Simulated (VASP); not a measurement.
A convergence study with VASP on CuCl (zinc blende): one setting is varied, all else stays as given below, so the limit is that of these other settings.

```
CELL_PARAMETERS angstrom
      0.00000     2.70500     2.70500
      2.70500     0.00000     2.70500
      2.70500     2.70500     0.00000
ATOMIC_POSITIONS crystal
  Cu 0.00000 0.00000 0.00000
  Cl 0.25000 0.25000 0.25000
```

Level of theory: PBE GGA, VASP's PBE PAW potentials (set 64) (plane waves; VASP). The tightest run used: 550 eV cut-off, 13×13×13 Monkhorst-Pack mesh, Gaussian smearing of 0.050 eV, potentials Cu Cl.

| setting | E (eV/atom) | pressure (GPa) | irreducible k-points |
|---|---|---|---|
| 1×1×1 mesh | 1.0739 | 50.30 | 1 |
| 2×2×2 mesh | -3.1655 | 0.66 | 2 |
| 3×3×3 mesh | -3.1342 | 1.14 | 4 |

Task: These are the cheaper rows. Estimate the results at 13×13×13 mesh, and how far the last row shown lies from them.

Result: 
```csv
quantity,tightest run,last row shown is off by
E (eV/atom),-3.1712,0.0370
pressure (GPa),0.53,0.61
```

Left out are rungs that failed or repeat a setting and relaxations that didn't move; long series are thinned to 24 rows.

The compound is CuCl in the zinc blende structure. The cell was not relaxed at this level.
